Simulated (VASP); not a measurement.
Input:

```
BaF2
1.0
    4.36772     0.00000     0.00000
    0.00000     6.17689     0.00000
    0.00000     0.00000    28.04726
Ba F
6 12
Direct
  0.00000   0.00000   0.30534
  0.50000   0.50000   0.38321
  0.00000   0.00000   0.46107
  0.50000   0.50000   0.53893
  0.00000   0.00000   0.61679
  0.50000   0.50000   0.69466
  0.50000   0.25000   0.30534
  0.00000   0.25000   0.38321
  0.00000   0.75000   0.38321
  0.50000   0.75000   0.30534
  0.50000   0.25000   0.46107
  0.00000   0.25000   0.53893
  0.00000   0.75000   0.53893
  0.50000   0.75000   0.46107
  0.50000   0.25000   0.61679
  0.00000   0.25000   0.69466
  0.00000   0.75000   0.69466
  0.50000   0.75000   0.61679
```

Method: PBEsol GGA, VASP's PBE PAW potentials (set 64) (plane waves; VASP). Run with PREC = Normal, LREAL = Auto, EDIFF = 1E-5, 450 eV cut-off, 5×4×1 Γ-centred mesh, Gaussian smearing of 0.050 eV, potentials Ba_sv F.

Question: The ions are relaxed. Which structure does the run end with?

Answer: 
```
BaF2
1.0
    4.36772     0.00000     0.00000
    0.00000     6.17689     0.00000
    0.00000     0.00000    28.04726
Ba F
6 12
Direct
  0.00000   0.00000   0.30929
  0.50000   0.50000   0.37944
  0.00000   0.00000   0.46231
  0.50000   0.50000   0.53769
  0.00000   0.00000   0.62056
  0.50000   0.50000   0.69071
  0.50000   0.23326   0.30600
  0.00000   0.24802   0.38265
  0.00000   0.75198   0.38265
  0.50000   0.76674   0.30600
  0.50000   0.25099   0.46028
  0.00000   0.24901   0.53972
  0.00000   0.75099   0.53972
  0.50000   0.74901   0.46028
  0.50000   0.25198   0.61735
  0.00000   0.26674   0.69400
  0.00000   0.73326   0.69400
  0.50000   0.74802   0.61735
```

Question: How much energy does the relaxation gain?

Answer: The energy (σ→0) changes by -13.5 meV/atom, in 10 ionic steps.

The cell is a thin slab with vacuum, built from BaF2 (fluorite): (110) face.
